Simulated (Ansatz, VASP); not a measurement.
## Cross-check of SrZrSeO2 between VASP and Ansatz

Wanted: the spread between two codes on one cell, functional and k mesh. The cell is generated by rule, not measured, and may not be a known phase. The two relaxations start from unlike cells of this crystal (the structure described is Ansatz's start), so only their ends are compared.

Calculated with Ansatz 0.2.0; plane waves, with VASP 6.6.1 beside it; relaxation of cell and atoms at PBEsol.

The structure was built from a prototype and need not be the compound's stable phase.

## (1) Starting point

It takes space group P4_2/mmc (No. 131, tetragonal). The conventional cell has a = 4.234 Å, b = 4.234 Å, c = 11.165 Å, α = 90.00°, β = 90.00°, γ = 90.00°. Nearest to Sr lie 4 O at 2.20 Å and 2 Se at 2.79 Å. Nearest to Zr lie 4 Se at 2.99 Å and 4 O at 3.05 Å. Nearest to O lie 2 Sr at 2.20 Å and 2 Zr at 3.05 Å. Se has 2 Sr at 2.79 Å and 4 Zr at 2.99 Å nearest. Farther neighbours and most contacts between anions are not listed.

## (2) Ansatz: relaxation of cell and atoms, PBEsol

Ansatz runs on its default PAW (the set named soft_2) files.

The relaxed volume is the usual yardstick between codes: in a stiff, nearly cubic crystal its relative difference is about their pressure difference at one cell divided by the bulk modulus.

input.yaml reads:

```yaml
crystal:
  lattice:
    - [0.0, 4.2339339086, 0.0]
    - [0.0, 0.0, 4.2339339086]
    - [11.1650555606, 0.0, 0.0]
  atoms:
    - { symbol: Sr, position: [0.0, 0.0, 0.5] }
    - { symbol: Sr, position: [0.0, 0.0, 0.0] }
    - { symbol: Zr, position: [0.5, 0.5, 0.25] }
    - { symbol: Zr, position: [0.5, 0.5, 0.75] }
    - { symbol: O, position: [0.0, 0.5, 0.0537390967] }
    - { symbol: O, position: [0.0, 0.5, 0.4462609033] }
    - { symbol: Se, position: [0.0, 0.0, 0.25] }
    - { symbol: Se, position: [0.0, 0.0, 0.75] }
    - { symbol: O, position: [0.5, 0.0, -0.0537390967] }
    - { symbol: O, position: [0.5, 0.0, 0.5537390967] }
kpoints:
  mp_grid: { grid: [8, 8, 4] }
hamiltonian:
  xc: pbesol
scf:
  occupations: { method: methfessel_paxton, width: 0.2 }
output:
  forces: true
  stress: true
  eigenvalues: true
relax:
  adjacent_minimum: "off"
  f_tol: 0.002
  max_steps: 120
  cell: { stress_tol: 0.03 }
```

Launch:

```sh
$ ansatz run input.yaml --threads 8 --pin off --max-ram 14336MiB --backend cpu --events-out ev --progress --plain --runs-dir out
```

Numbers of over 12 decimals in the logs are rounded to 6 here.

The log of the run:

```text
Engine: ansatz 0.2.0, aarch64-unknown-linux-gnu
Pseudopotentials: kind: paw
Pseudopotential: Sr, paw, valence charge 10, recommended cutoff 420 eV (normal), Sr.paw.azcp
Pseudopotential: Zr, paw, valence charge 12, recommended cutoff 420 eV (normal), Zr.paw.azcp
Pseudopotential: O, paw, valence charge 6, recommended cutoff 420 eV (normal), O.paw.azcp
Pseudopotential: Se, paw, valence charge 16, recommended cutoff 420 eV (normal), Se.paw.azcp
Functional definition: PBEsol
  exchange = pbesol_x
  correlation = pbesol_c
Crystal: 10 atoms, lattice volume = 200.147 Å³
Basis set: ecut = 420 eV, 3861 PW (Γ), exchange–correlation on 60×60×150 points (8 copies of the dense FFT grid, shifted against one another)
Bands: 60, of which v1, the nominal top of the filled ones, is band 50 counted from 1 (49 counted from 0)
Symmetry: 16 space group operations
Space group: P42/mmc (ITA 131), of the structure as read, at distance tolerance 5.8e-5 Å
k-points: 45 of 256
Non-local potential: Sr, projectors of the file, l = 0: 3, l = 1: 2, l = 2: 2
Non-local potential: Zr, projectors of the file, l = 0: 3, l = 1: 2, l = 2: 2, l = 3: 2
Non-local potential: O, projectors of the file, l = 0: 2, l = 1: 2, l = 2: 1
Non-local potential: Se, projectors of the file, l = 0: 2, l = 1: 2, l = 2: 3, l = 3: 1
PAW form: soft (Blöchl's): semilocal exchange-correlation on the pseudo side does not see the compensation charge
PAW frozen core: Sr, regenerated for the run's functional, and the local potential with it (the file was generated under x = pbe(κ = 0.804, μ = 0.219515), c = pbe(β = 0.066725))
PAW frozen core: Zr, regenerated for the run's functional, and the local potential with it (the file was generated under x = pbe(κ = 0.804, μ = 0.219515), c = pbe(β = 0.066725))
PAW frozen core: O, regenerated for the run's functional, and the local potential with it (the file was generated under x = pbe(κ = 0.804, μ = 0.219515), c = pbe(β = 0.066725))
PAW frozen core: Se, regenerated for the run's functional, and the local potential with it (the file was generated under x = pbe(κ = 0.804, μ = 0.219515), c = pbe(β = 0.066725))
PAW one-centre angular grid: Sr, 110 points (default); XC on 64 Gauss nodes
PAW one-centre angular grid: Zr, 590 points (default); XC on 64 Gauss nodes
PAW one-centre angular grid: O, 110 points (default); XC on 64 Gauss nodes
PAW one-centre angular grid: Se, 590 points (default); XC on 64 Gauss nodes
Initial density: superposition of atomic densities (neutral atoms: chi_scale 0, normalization atom), corrected by the library's trained network
Initial wavefunctions: pseudopotential atomic-orbital guess
Functional: x = pbesol(κ = 0.804, μ = 0.123457), c = pbesol(β = 0.046)
SCF iter   1: F=—  HF=-28331.875358 eV  |F-HF|=—  |Δ(HF+E_count)|=         —  Δρ=2.14e-2  dr2=1.42e0  ethr=1.77e-3  ⟨swp⟩=6.1  Hψ=10603  notcnv=0
preconditioner: auto → LDOS  [metal: Δε(μ)=0.002 eV  Ē_g=7.881 eV  σ=0.200 eV  W_gap=0.01  n_scr=56 (ndim 8)  ℏωp=20.3 eV  f_vac=0.013  D(μ)=11.96/eV (n_scr^D=110)  β→1.0]
SCF iter   2: F=—  HF=-28331.793587 eV  |F-HF|=—  |Δ(HF+E_count)|=   8.18e-2  S|Δr|=    0.00e0  Δρ=9.98e-3  dr2=2.34e-1  ethr=1.42e-3  ⟨swp⟩=2.0  Hψ=3565  notcnv=0  defer=2
SCF iter   3: F=—  HF=-28331.780638 eV  |F-HF|=—  |Δ(HF+E_count)|=   1.29e-2  S|Δr|=    0.00e0  Δρ=4.44e-3  dr2=5.17e-2  ethr=2.34e-4  ⟨swp⟩=2.1  Hψ=3271  notcnv=0  defer=2
SCF iter   4: F=—  HF=-28331.777088 eV  |F-HF|=—  |Δ(HF+E_count)|=   3.55e-3  S|Δr|=    0.00e0  Δρ=1.55e-3  dr2=5.42e-3  ethr=5.17e-5  ⟨swp⟩=2.2  Hψ=4395  notcnv=0  defer=2
SCF iter   5: F=—  HF=-28331.775995 eV  |F-HF|=—  |Δ(HF+E_count)|=   1.09e-3  S|Δr|=    0.00e0  Δρ=5.00e-4  dr2=4.02e-4  ethr=5.42e-6  ⟨swp⟩=2.0  Hψ=4839  notcnv=0  defer=2
SCF iter   6: F=—  HF=-28331.775886 eV  |F-HF|=—  |Δ(HF+E_count)|=   1.09e-4  S|Δr|=    0.00e0  Δρ=1.57e-4  dr2=6.74e-5  ethr=4.02e-7  ⟨swp⟩=2.0  Hψ=4819  notcnv=0  defer=2
SCF iter   7: F=—  HF=-28331.775515 eV  |F-HF|=—  |Δ(HF+E_count)|=   3.71e-4  S|Δr|=    0.00e0  Δρ=3.06e-5  dr2=2.05e-6  ethr=6.74e-8  ⟨swp⟩=2.5  Hψ=4324  notcnv=0
SCF iter   8: F=—  HF=-28331.775515 eV  |F-HF|=—  |Δ(HF+E_count)|=   1.39e-7  S|Δr|=    0.00e0  Δρ=7.73e-6  dr2=1.45e-7  ethr=2.05e-9  ⟨swp⟩=2.0  Hψ=4885  notcnv=0
SCF iter   9: F=-28331.775515 eV  HF=-28331.775515 eV  |F-HF|=3.59e-9  |Δ(HF+E_count)|=   9.03e-9  S|Δr|=    0.00e0  Δρ=1.73e-6  dr2=6.76e-9  ethr=1.00e-10  ⟨swp⟩=6.5  Hψ=9964  notcnv=0
SCF 1 converged in 9 iterations: F = -28331.775515 eV  dr2 = 6.76e-9
  greatest PAW one-centre occupation: 1.000 electrons in one spin orbital (limit 2), on the Se atom at site 6 (counted from 0), in its partial waves of l = 2
[...]
SCF iter   1: F=—  HF=-28339.179102 eV  |F-HF|=—  |Δ(HF+E_count)|=         —  Δρ=5.67e-5  dr2=7.96e-6  ethr=1.04e-8  ⟨swp⟩=3.0  Hψ=12812  notcnv=0
preconditioner: auto → LDOS  [metal: Δε(μ)=0.029 eV  Ē_g=10.278 eV  σ=0.200 eV  W_gap=0.12  n_scr=50 (ndim 8)  ℏωp=21.3 eV  f_vac=0.074  D(μ)=4.70/eV (n_scr^D=28)  β→1.0]
SCF iter   2: F=—  HF=-28339.178964 eV  |F-HF|=—  |Δ(HF+E_count)|=   1.38e-4  S|Δr|=    0.00e0  Δρ=2.06e-5  dr2=8.42e-7  ethr=7.96e-9  ⟨swp⟩=2.0  Hψ=4272  notcnv=0
SCF iter   3: F=—  HF=-28339.178964 eV  |F-HF|=—  |Δ(HF+E_count)|=   2.46e-7  S|Δr|=    0.00e0  Δρ=5.56e-6  dr2=8.35e-8  ethr=8.42e-10  ⟨swp⟩=2.0  Hψ=4841  notcnv=0
SCF iter   4: F=-28339.178964 eV  HF=-28339.178964 eV  |F-HF|=8.25e-9  |Δ(HF+E_count)|=   1.10e-8  S|Δr|=    0.00e0  Δρ=2.08e-6  dr2=9.69e-9  ethr=1.89e-11  ⟨swp⟩=4.2  Hψ=8776  notcnv=0
SCF 13 converged in 4 iterations: F = -28339.178964 eV  dr2 = 9.69e-9
relax step  13: F+E_penalty+E_count = -28339.17896367 eV  Δ(F+E_penalty+E_count) = +1.052e-4 eV  max|allowed force component| = 1.613e-4 eV/Å  Δτ_max = 0.0001 Å  P = +0.002 GPa  Ω = 182.655 Å³  energy of the carried Pulay correction = -1.372e-4 eV  (4 SCF iters, dr2 threshold 1.89e-8 eV, accepted)
iter 1 solved again at ethr=4.16e-7 eV; its pass at ethr=3.10e-3 eV (dr2=4.16e-4 eV) is discarded
SCF iter   1: F=—  HF=-28339.179143 eV  |F-HF|=—  |Δ(HF+E_count)|=         —  Δρ=7.25e-5  dr2=2.11e-7  ethr=4.16e-7  ⟨swp⟩=3.8  Hψ=18775  notcnv=0
eigensolver tolerance schedule: the retry pair's looser diagonalisation over-reported the residual by 1965.21 of it (diagonalisation noise at 0.36 of the residual, at the tolerance the schedule requests for it); recorded, not acted on — ethr = c·dr2/N_el stays at c = 1.0e-1
preconditioner: auto → LDOS  [metal: Δε(μ)=0.029 eV  Ē_g=10.279 eV  σ=0.200 eV  W_gap=0.12  n_scr=50 (ndim 8)  ℏωp=21.3 eV  f_vac=0.074  D(μ)=4.69/eV (n_scr^D=28)  β→1.0]
SCF iter   2: F=—  HF=-28339.179078 eV  |F-HF|=—  |Δ(HF+E_count)|=   6.50e-5  S|Δr|=    0.00e0  Δρ=3.28e-6  dr2=1.21e-8  ethr=2.11e-10  ⟨swp⟩=3.1  Hψ=6733  notcnv=0
SCF iter   3: F=—  HF=-28339.179078 eV  |F-HF|=—  |Δ(HF+E_count)|=  8.51e-10  S|Δr|=    0.00e0  Δρ=1.85e-6  dr2=4.58e-9  ethr=1.21e-11  ⟨swp⟩=2.0  Hψ=4084  notcnv=0
SCF iter   4: F=—  HF=-28339.179078 eV  |F-HF|=—  |Δ(HF+E_count)|=  8.29e-10  S|Δr|=    0.00e0  Δρ=5.76e-7  dr2=3.66e-10  ethr=4.58e-12  ⟨swp⟩=2.0  Hψ=3277  notcnv=0
SCF iter   5: F=-28339.179078 eV  HF=-28339.179078 eV  |F-HF|=2.55e-11  |Δ(HF+E_count)|=  8.37e-11  S|Δr|=    0.00e0  Δρ=1.26e-7  dr2=2.17e-11  ethr=1.00e-12  ⟨swp⟩=5.4  Hψ=11979  notcnv=0
SCF 14 converged in 5 iterations: F = -28339.179078 eV  dr2 = 2.17e-11
relax step  14: F+E_penalty+E_count = -28339.17907764 eV  Δ(F+E_penalty+E_count) = -1.140e-4 eV  max|allowed force component| = 1.605e-4 eV/Å  Δτ_max = 0.0000 Å  P = +0.002 GPa  Ω = 182.655 Å³  stress off target by 4.52e-3 GPa  SCF on the basis re-selected at this cell (its energy is not comparable with the rows above)  (5 SCF iters)
basis re-selected at this cell: Δ(F+E_penalty+E_count) = -1.140e-4 eV, ΔP = +0.001 GPa vs the last step (what re-selecting the basis moved, of the pressure what is left beyond the Pulay correction that the steps carried, after the strain that the cell walked since its last selection, with what the two solves' SCF thresholds leave and, on support functions, any second-order correction that the steps lacked; it is no m [...]
SCF converged after 5 iterations
Stability not checked: this state was not tested for a lower state beside it, because cold or Methfessel-Paxton smearing, or corrected tetrahedra, fill the levels in a way that the test cannot read (fill_not_monotonic; see scf.lower_state_search)
Free energy (F): -28339.179078 eV
Harris-Foulkes:  -28339.179078 eV  (|F-HF|=2.55e-11)
Internal energy: -28339.184540 eV  (E = F + TS)
E sigma→0 (E₀):  -28339.180443 eV
Entropy (-TS):   0.005463 eV (0.546 meV/atom)
Fermi energy:    9.866390 eV
--- Per-component energies (eV) ---
  E_band       = -1121.648832
  E_kinetic    = 2095.442744
  E_local      = -10056.382442  (includes V_loc(G=0)·N_el)
  E_nonlocal   = -424.305269
  E_hartree    = 4245.688287
  E_xc         = -1167.284151
  E_vxc        = -1280.399773  (∫ρ·V_xc dr)
  E_paw        = -15429.771366  (= ΣΔE_a)
  E_vpaw       = 52.611373  (= ΣTr[D̂ρ^β])
  E_aug_tail   = 0.008217  (compensation charges beyond the density's cutoff)
  E_ewald      = -7605.338748
  E_core_change = 2.758188  (= ΣΔE_core)
  E_smearing   = 0.005463  (= −TS)
  E_closure    = 0.000000  (closes the sum)
  Σ components = -28339.179078   (vs F -28339.179078, Δ=0.00e0)
--- Forces (eV/Å), atoms counted from 1 ---
  atom   1  Sr    -0.00000000    -0.00000000    -0.00000000
  atom   2  Sr     0.00000000     0.00000000     0.00000000
  atom   3  Zr     0.00000000    -0.00000000     0.00000000
  atom   4  Zr     0.00000000     0.00000000     0.00000000
  atom   5  O      0.00016051     0.00000000     0.00000000
  atom   6  O     -0.00016051    -0.00000000    -0.00000000
  atom   7  Se     0.00000000    -0.00000000     0.00000000
  atom   8  Se     0.00000000    -0.00000000    -0.00000000
  atom   9  O     -0.00016051     0.00000000     0.00000000
  atom  10  O      0.00016051    -0.00000000    -0.00000000
  max |Σ_I F_I| component: 1.39e-17 eV/Å
--- Stress (GPa, compression-positive) ---
        0.004523      -0.000000      -0.000000
       -0.000000       0.000831       0.000000
       -0.000000       0.000000       0.000831
  P = ⅓ Tr σ = 0.0021 GPa (0.021 kbar)
--- Band table (eV; the first three rows and the last of 45) ---
  k-point 0: bands = [... 46 lower, 8.5704, 8.9718, 9.2168, 9.3224, 9.6290, 9.6290, 10.3090, 10.3105, ... 6 higher]
  k-point 1: bands = [... 46 lower, 8.5783, 9.0213, 9.0549, 9.2698, 9.6236, 9.6236, 10.3092, 10.3103, ... 6 higher]
  k-point 2: bands = [... 46 lower, 8.7346, 8.7346, 9.1435, 9.1435, 9.6181, 9.6181, 10.3097, 10.3097, ... 6 higher]
  k-point 44: bands = [... 46 lower, 9.1653, 9.1653, 10.0037, 10.0037, 10.6592, 10.6592, 11.7362, 11.7362, ... 6 higher]
--- Relaxed structure (11 steps of the walk, 11 accepted, 3 SCFs on fresh bases) ---
  F+E_penalty+E_count = -28339.17907764 eV   max|allowed force component| = 1.605e-4 eV/Å   (the final SCF, on the basis selected at the relaxed cell)
  cell:  # Å, volume = 182.6545 Å³
    - [0, 3.724036, 0]
    - [0.0, 0, 3.724036]
    - [13.170516, 0, 0.0]
  atoms:
    - { symbol: Sr, position: [0, 0, 0.5] }
    - { symbol: Sr, position: [0, 0, -4.81406674684568e-19] }
    - { symbol: Zr, position: [0.500000, 0.500000, 0.25] }
    - { symbol: Zr, position: [0.500000, 0.500000, 0.75] }
    - { symbol: O, position: [0, 0.500000, 0.111941] }
    - { symbol: O, position: [0, 0.500000, 0.388059] }
    - { symbol: Se, position: [0, 0, 0.25] }
    - { symbol: Se, position: [0, 0, 0.75] }
    - { symbol: O, position: [0.500000, 0, -0.111941] }
    - { symbol: O, position: [0.500000, 0, 0.611941] }
```

(Continued in part 2 of 2.)

[Lines on the potential files, build, host, timing and source positions are cut from VASP's logs without a mark.]

[Logs are printed without paths, hosts, clocks, repeated set-up lines and the standing remarks that a program may print on its own settings, such as how far it seeks lower states.]

[Hosts, paths, dates, database ids (printed as entryN), source tags and the programs' standing remarks are cut or masked in the printed files.]
